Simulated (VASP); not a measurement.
VASP ran on this input.

POSCAR:
```
MnO2
1
    4.3731691822    -0.0000000000     0.0000000000
    0.0000000000     4.3731691822     0.0000000000
    0.0000000000     0.0000000000     2.8337283226
Mn O
2 4
Direct
  0.0000000000   0.0000000000   0.0000000000
  0.5000000000   0.5000000000   0.5000000000
  0.3034927809   0.3034927809   0.0000000000
  0.8034927809   0.1965072191   0.5000000000
  0.1965072191   0.8034927809   0.5000000000
  0.6965072191   0.6965072191   0.0000000000
```

KPOINTS:
```
kpoints
0
G
 7 7 11
0 0 0
```

### INCAR
```
IBRION = 2
ISMEAR = 1   ! Methfessel-Paxton
LREAL = F   ! projection in real space or not
NELM = 100   ! most electronic steps
SYSTEM = MnO2
GGA = PS   ! PBEsol
LASPH = T   ! aspherical one-centre terms
MAGMOM = 2.4 -2.4 -0.0 2*0.0 -0.0
LWAVE = F
LMAXMIX = 4   ! l cut-off of mixed one-centre charges
ISPIN = 2   ! spin-polarised
ALGO = Normal   ! blocked Davidson
LCHARG = F
LORBIT = 10
PREC = Accurate
ENCUT = 620   ! plane-wave cut-off (eV)
ISIF = 3
EDIFFG = -0.02   ! ionic stop
EDIFF = 1E-6
NSW = 40
SIGMA = 0.1
```

POTCAR, in this order: Mn_pv O (PBE.64 set). Program: vasp_std.

Task: Write an equivalent input for Quantum ESPRESSO's pw.x.

Result: One equivalent input (not run):
```
&CONTROL
  calculation = 'vc-relax'
  pseudo_dir = './pseudo'
  outdir = './out'
  tprnfor = .true.
  tstress = .true.
  nstep = 40
  forc_conv_thr = 0.00078
/
&SYSTEM
  ibrav = 0
  nat = 6
  ntyp = 3
  ecutwfc = 96
  occupations = 'smearing'
  smearing = 'methfessel-paxton'
  degauss = 0.00735
  input_dft = 'pbesol'
  nspin = 2
  starting_magnetization(1) = 0.24
  starting_magnetization(2) = -0.24
/
&ELECTRONS
  conv_thr = 7.3e-08
  electron_maxstep = 100
/
&IONS
/
&CELL
/
ATOMIC_SPECIES
  Mn1 54.938 Mn.upf
  Mn2 54.938 Mn.upf
  O 15.999 O.upf
CELL_PARAMETERS angstrom
     4.3731692   -0.0000000    0.0000000
     0.0000000    4.3731692    0.0000000
     0.0000000    0.0000000    2.8337283
ATOMIC_POSITIONS crystal
  Mn1  0.0000000  0.0000000  0.0000000
  Mn2  0.5000000  0.5000000  0.5000000
  O    0.3034928  0.3034928  0.0000000
  O    0.8034928  0.1965072  0.5000000
  O    0.1965072  0.8034928  0.5000000
  O    0.6965072  0.6965072  0.0000000
K_POINTS automatic
  7 7 11 0 0 0
```
What does not carry over: the potentials are each code's own (VASP's PAW set, PseudoDojo norm-conserving files in pw.x), so ENCUT and ecutwfc are chosen apart and not converted; conv_thr bounds pw.x's estimated SCF error, while EDIFF bounds the energy change between steps; starting_magnetization is a fraction of the valence charge and MAGMOM a moment in μB, so they match only roughly; forc_conv_thr acts on force components and is met together with etot_conv_thr.

The compound is MnO2 in the rutile structure. It was relaxed first.
